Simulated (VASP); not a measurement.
A run of VASP 6.6.1:

INCAR

```
PREC = Accurate
ENCUT = 520
EDIFF = 1E-7
ISMEAR = -1
SIGMA = 0.05
LREAL = False
LASPH = True
NELM = 100
ALGO = Normal
ISIF = 2
LWAVE = False
LCHARG = True
GGA = PE
LELF = True
LVHAR = True
NBANDS = 44
```

Contents of KPOINTS:

```
regular mesh
0
Gamma
  8 8 4
```

Contents of POSCAR:

```
ReRuW
1.0
    4.0068073200      0.0000000000      0.0000000000
   -2.0034036600      3.4699969300      0.0000000000
    0.0000000000      0.0000000000      7.1810096100
Re Ru W
2 2 2
Direct
    0.3333333300      0.6666666700      0.7500000000
    0.6666666700      0.3333333300      0.2500000000
    0.3333333300      0.6666666700      0.2500000000
    0.6666666700      0.3333333300      0.7500000000
    0.0000000000      0.0000000000      0.0000000000
    0.0000000000      0.0000000000      0.5000000000
```

Potentials or basis: VASP PAW PBE potentials, release 64 (Re, Ru_pv, W_sv).

Command:

```bash
$ cat potpaw_PBE.64/Re/POTCAR potpaw_PBE.64/Ru_pv/POTCAR potpaw_PBE.64/W_sv/POTCAR > POTCAR
$ mpirun -np 1 vasp_std > vasp.out
```

Hardware: 1 thread of AMD EPYC 9R14 (Zen 4), on a shared host.

**Question.** Estimate the wall time of this run.

**Answer.** Run time: 2.5 min on 1 thread of AMD EPYC 9R14 (Zen 4), on a shared host, peak memory 0.25 GiB. Counts: scf iterations 16, k points 30.
